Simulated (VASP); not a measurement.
Computed with PBEsol GGA, VASP's PBE PAW potentials (set 64) (plane waves; VASP).

Input for VASP

File POSCAR:
```
PtSe
1
    0.0000000000     2.9560330000     2.9560330000
    2.9560330000     0.0000000000     2.9560330000
    2.9560330000     2.9560330000     0.0000000000
Pt Se
1 1
Direct
  0.0000000000   0.0000000000   0.0000000000
  0.2500000000   0.2500000000   0.2500000000
```

KPOINTS:
```
Automatic mesh
0
Gamma
10 10 10
0 0 0
```

INCAR:
```
SYSTEM = PtSe
PREC = Accurate
ENCUT = 400
EDIFF = 1E-6
NELM = 100
ALGO = Normal
LREAL = .FALSE.
LASPH = .TRUE.
ISMEAR = 1
SIGMA = 0.1
GGA = PS
LMAXMIX = 6
LWAVE = .FALSE.
LCHARG = .FALSE.
IBRION = 2
ISIF = 3
NSW = 60
EDIFFG = -0.01
```

POTCAR, in this order: Pt Se (PBE.64 set). Program: vasp_std.

The resulting files:

OUTCAR:
```
 ion  position               nearest neighbor table
   1  0.000  0.000  0.000-   2 2.56   2 2.56   2 2.56   2 2.56
   2  0.250  0.250  0.250-   1 2.56   1 2.56   1 2.56   1 2.56
  LATTYP: Found a face centered cubic cell.
 ALAT       =     5.9120660000
 Subroutine PRICEL returns:
 Original cell was already a primitive cell.
 Subroutine GETGRP returns: Found 24 space group operations
The static configuration has the point symmetry T_d .
The dynamic configuration has the point symmetry T_d .
 Subroutine INISYM returns: Found 24 space group operations
 Subroutine IBZKPT returns following result:
 Found     47 irreducible k-points:

 Following reciprocal coordinates:
            Coordinates               Weight
  0.000000  0.000000  0.000000      1.000000
  0.100000  0.000000  0.000000      8.000000
  0.200000  0.000000  0.000000      8.000000
  0.300000  0.000000  0.000000      8.000000
  0.400000  0.000000  0.000000      8.000000
  0.500000  0.000000  0.000000      4.000000
  0.100000  0.100000  0.000000      6.000000
  0.200000  0.100000  0.000000     24.000000
  0.300000  0.100000  0.000000     24.000000
...
```

OSZICAR:
```
       N       E                     dE             d eps       ncg     rms          rms(c)
DAV:   1     0.619238613878E+02    0.61924E+02   -0.60606E+03  1176   0.907E+02
DAV:   2    -0.803055119372E+01   -0.69954E+02   -0.64330E+02  1332   0.193E+02
DAV:   3    -0.105877118325E+02   -0.25572E+01   -0.25252E+01  1376   0.382E+01
DAV:   4    -0.106104280873E+02   -0.22716E-01   -0.22711E-01  1240   0.409E+00
DAV:   5    -0.106107739104E+02   -0.34582E-03   -0.34579E-03  1456   0.491E-01    0.809E+00
DAV:   6    -0.103912308666E+02    0.21954E+00   -0.11957E+00  1128   0.102E+01    0.485E+00
DAV:   7    -0.103566357092E+02    0.34595E-01   -0.95665E-02  1160   0.320E+00    0.277E+00
DAV:   8    -0.103478213438E+02    0.88144E-02   -0.32211E-02  1200   0.146E+00    0.315E-01
DAV:   9    -0.103472383372E+02    0.58301E-03   -0.21368E-03  1256   0.327E-01    0.131E-01
DAV:  10    -0.103472059511E+02    0.32386E-04   -0.41241E-04  1360   0.184E-01    0.221E-02
DAV:  11    -0.103472126445E+02   -0.66933E-05   -0.80921E-06  1296   0.269E-02    0.600E-03
DAV:  12    -0.103472136716E+02   -0.10271E-05   -0.28240E-06  1296   0.125E-02    0.210E-03
DAV:  13    -0.103472137574E+02   -0.85862E-07   -0.16939E-07   812   0.320E-03
   1 F= -.10347214E+02 E0= -.10347060E+02  d E =-.103472E+02
       N       E                     dE             d eps       ncg     rms          rms(c)
DAV:   1    -0.216786853939E+02   -0.11331E+02   -0.19689E+02  1128   0.143E+02    0.323E+01
DAV:   2    -0.113358351619E+02    0.10343E+02   -0.39442E+01  1128   0.571E+01    0.671E+00
DAV:   3    -0.105083623192E+02    0.82747E+00   -0.16200E+00  1164   0.130E+01    0.293E+00
DAV:   4    -0.103428725280E+02    0.16549E+00   -0.75835E-01  1160   0.641E+00    0.184E+00
DAV:   5    -0.103495103170E+02   -0.66378E-02   -0.18958E-02  1228   0.105E+00    0.996E-01
DAV:   6    -0.103531704700E+02   -0.36602E-02   -0.95222E-03  1268   0.635E-01    0.765E-02
DAV:   7    -0.103530917433E+02    0.78727E-04   -0.27853E-04  1204   0.134E-01    0.583E-02
DAV:   8    -0.103531043116E+02   -0.12568E-04   -0.11328E-05  1356   0.321E-02    0.863E-03
DAV:   9    -0.103531039464E+02    0.36522E-06   -0.89511E-07   764   0.765E-03
   2 F= -.10353104E+02 E0= -.10353091E+02  d E =-.589019E-02
       N       E                     dE             d eps       ncg     rms          rms(c)
DAV:   1    -0.130336841261E+02   -0.26806E+01   -0.42832E+01  1132   0.661E+01    0.102E+01
DAV:   2    -0.108886697655E+02    0.21450E+01   -0.80654E+00  1128   0.316E+01    0.614E+00
DAV:   3    -0.107136354656E+02    0.17503E+00   -0.27197E-01  1184   0.469E+00    0.383E+00
DAV:   4    -0.106694152123E+02    0.44220E-01   -0.21906E-01  1132   0.308E+00    0.128E+00
DAV:   5    -0.106700081889E+02   -0.59298E-03   -0.18377E-02  1128   0.944E-01    0.626E-01
DAV:   6    -0.106692062849E+02    0.80190E-03   -0.37196E-03  1236   0.517E-01    0.974E-02
DAV:   7    -0.106692557363E+02   -0.49451E-04   -0.28005E-04  1236   0.150E-01    0.474E-02
DAV:   8    -0.106692509087E+02    0.48276E-05   -0.11576E-05  1280   0.364E-02    0.302E-03
DAV:   9    -0.106692509853E+02   -0.76622E-07   -0.11917E-06   700   0.874E-03
   3 F= -.10669251E+02 E0= -.10669337E+02  d E =-.322037E+00
       N       E                     dE             d eps       ncg     rms          rms(c)
DAV:   1    -0.106707351902E+02   -0.14843E-02   -0.23175E-02  1132   0.154E+00    0.217E-01
DAV:   2    -0.106695488018E+02    0.11864E-02   -0.46853E-03  1136   0.711E-01    0.874E-02
DAV:   3    -0.106694447334E+02    0.10407E-03   -0.17181E-04  1164   0.125E-01    0.498E-02
DAV:   4    -0.106694275912E+02    0.17142E-04   -0.10826E-04  1140   0.700E-02    0.230E-02
DAV:   5    -0.106694291450E+02   -0.15538E-05   -0.85977E-06  1132   0.214E-02    0.887E-03
DAV:   6    -0.106694290344E+02    0.11063E-06   -0.21727E-06   920   0.125E-02
   4 F= -.10669429E+02 E0= -.10669511E+02  d E =-.322215E+00
```

OUTCAR:
```
------------------------ aborting loop because EDIFF is reached ----------------------------------------
  FORCE on cell =-STRESS in cart. coord.  units (eV):
  Direction    XX          YY          ZZ          XY          YZ          ZX
  --------------------------------------------------------------------------------------
  Total       -0.0102154     -0.0102154     -0.0102154      0.0000000      0.0000000      0.0000000
  in kB       -0.3699910     -0.3699910     -0.3699910      0.0000000      0.0000000      0.0000000
  external PRESSURE =      -0.3699910 kB  Pullay stress =       0.0000000 kB
  volume of cell :       44.24
      direct lattice vectors                 reciprocal lattice vectors
     0.000000000  2.807041159  2.807041159    -0.178123501  0.178123501  0.178123501
     2.807041159  0.000000000  2.807041159     0.178123501 -0.178123501  0.178123501
     2.807041159  2.807041159 -0.000000000     0.178123501  0.178123501 -0.178123501
 POSITION                                       TOTAL-FORCE (eV/Angst)
 -----------------------------------------------------------------------------------
      2.80704      2.80704      5.61408         0.000000      0.000000      0.000000
      1.40352      1.40352      1.40352        -0.000000     -0.000000     -0.000000
 -----------------------------------------------------------------------------------
    total drift:                               -0.000000     -0.000000     -0.000000
  FREE ENERGIE OF THE ION-ELECTRON SYSTEM (eV)
  ---------------------------------------------------
  free  energy   TOTEN  =       -10.6694290344 eV

  energy  without entropy=      -10.6696753293  energy(sigma->0) =      -10.66951113

 reached required accuracy - stopping structural energy minimisation
```
(Selected blocks of OUTCAR.)

### CONTCAR
```
PtSe
   1.00000000000000
     0.0000000000000000    2.8070411586676003    2.8070411586676003
     2.8070411586676003    0.0000000000000000    2.8070411586676003
     2.8070411586676003    2.8070411586676003   -0.0000000000000000
  Pt              Se
     1     1
Direct
     1.0000000000000000    1.0000000000000000    0.0000000000000000
     0.2500000000000000    0.2500000000000000    0.2500000000000000
```

Energy and stress use the plane-wave basis of the starting cell.

The structure was generated: PtSe was put into the zinc blende type (F-43m), which need not be its known phase. This run relaxes it. Symmetry was kept, so distortions that lower it aren't found.
